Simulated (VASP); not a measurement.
Input:

```
Li2O
1.0
    0.00000     2.24475     2.32753
    2.35202     0.00000     2.32753
    2.35202     2.24475     0.00000
Li O
2 1
Direct
  0.25000   0.25000   0.25000
  0.75000   0.75000   0.75000
  0.98505   0.01495   0.01495
```

The numbers are results of PBE GGA, VASP's PBE PAW potentials (set 64) (plane waves; VASP 6.6.1), not measurements. Numerical set-up: 520 eV cut-off, KSPACING 0.25 per Å, Gaussian smearing of 0.050 eV, potentials Li_sv O.

### Question
Which forces act on the atoms, in eV/Å?

### Answer

| atom | Fx | Fy | Fz |
|---|---|---|---|
| Li1 | 0.185 | 0.000 | 0.000 |
| Li2 | 0.185 | 0.000 | 0.000 |
| O3 | -0.370 | 0.000 | 0.000 |

### Question
Give the stress tensor in GPa (positive for a compressed cell).

### Answer

```
-2.81   0.00   0.00
 0.00   5.86   0.00
 0.00   0.00  -0.57
```
The pressure is its mean diagonal, 0.83 GPa.

The compound is Li2O in the antifluorite structure. The cell was not relaxed at this level, atoms are displaced from their ideal sites. The run is one of a series of settings (KGAMMA = .TRUE., KSPACING = 0.25, KPOINTS file removed against the base run), some of them coarse on purpose.
